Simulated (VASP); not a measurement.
Input:

```
FePt
1.0
    2.77440     0.00000     0.00000
    0.00000     2.77440     0.00000
    0.00000     0.00000     3.78420
Fe Pt
1 1
Direct
  0.00000   0.00000   0.00000
  0.50000   0.50000   0.50000
```
Starting moments (μB, in the order of the record's atoms Fe Pt): 3.0 0.0.

Method: PBE GGA + U (Dudarev), VASP's PBE PAW potentials (set 64) (plane waves; VASP). Settings: 400 eV cut-off, 12×12×9 Γ-centred mesh, first-order Methfessel-Paxton smearing of 0.10 eV, potentials Fe Pt, U − J: Fe 4.00 eV.

Problem. Give the stress tensor in GPa (positive for a compressed cell).

Solution. 
```
4.43  0.00  0.00
0.00  4.43  0.00
0.00  0.00  2.57
```
The pressure is its mean diagonal, 3.81 GPa.

The compound is FePt in the L1_0 structure. The cell was not relaxed at this level. The run is one of a series of settings (LDAU = .TRUE., LDAUJ = 0 0, LDAUL = 2 -1, LDAUTYPE = 2, LDAUU = 4.0 0 against the base run), some of them coarse on purpose.
